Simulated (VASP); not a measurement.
An input for Quantum ESPRESSO's pw.x (written as the equivalent of a VASP run, and not itself run):

```
&CONTROL
  calculation = 'scf'
  pseudo_dir = './pseudo'
  outdir = './out'
  tprnfor = .true.
  tstress = .true.
/
&SYSTEM
  ibrav = 0
  nat = 2
  ntyp = 2
  ecutwfc = 70
  occupations = 'smearing'
  smearing = 'gaussian'
  degauss = 0.003675
  input_dft = 'vdw-df-obk8'
/
&ELECTRONS
  conv_thr = 7.3e-08
  electron_maxstep = 100
/
ATOMIC_SPECIES
  Cs 132.905 Cs.upf
  I 126.904 I.upf
CELL_PARAMETERS angstrom
     4.5042470    0.0000000    0.0000000
     0.0000000    4.5761960    0.0000000
     0.0000000    0.0000000    4.6051660
ATOMIC_POSITIONS crystal
  Cs   0.0000000  0.0000000  0.0000000
  I    0.5116400  0.5000000  0.5000000
K_POINTS automatic
  5 5 5 0 0 0
```

### Question
Write the VASP files for the same calculation (optB88-vdW).

### Answer
This is not unique; one that fits is 
**KPOINTS**
```
Automatic mesh
0
Gamma
5 5 5
0 0 0
```

**INCAR**
```
AGGAC = 0.0
ALGO = Normal
EDIFF = 1E-6
ENCUT = 400
GGA = BO
ISIF = 2
ISMEAR = 0
LASPH = .TRUE.
LCHARG = .FALSE.
LMAXMIX = 4
LREAL = .FALSE.
LUSE_VDW = .TRUE.
LWAVE = .FALSE.
NELM = 100
PARAM1 = 0.1833333333
PARAM2 = 0.22
PREC = Accurate
SIGMA = 0.05
SYSTEM = CsI
```

File POSCAR:
```
CsI
1
    4.5042470000     0.0000000000     0.0000000000
    0.0000000000     4.5761960000     0.0000000000
    0.0000000000     0.0000000000     4.6051660000
Cs I
1 1
Direct
  0.0000000000   0.0000000000   0.0000000000
  0.5116400000   0.5000000000   0.5000000000
```

POTCAR, in this order: Cs_sv I (PBE.64 set). Program: vasp_std.

Limits of the translation: the potentials are each code's own (VASP's PAW set, PseudoDojo norm-conserving files in pw.x), so ENCUT and ecutwfc are chosen apart and not converted; conv_thr bounds pw.x's estimated SCF error, while EDIFF bounds the energy change between steps.

The compound is CsI in the CsCl type structure. The cell was not relaxed at this level, atoms are displaced from their ideal sites. The run is one of a series of settings (AGGAC = 0.0, GGA = BO, LUSE_VDW = .TRUE., PARAM1 = 0.1833333333, PARAM2 = 0.22 against the base run), some of them coarse on purpose.
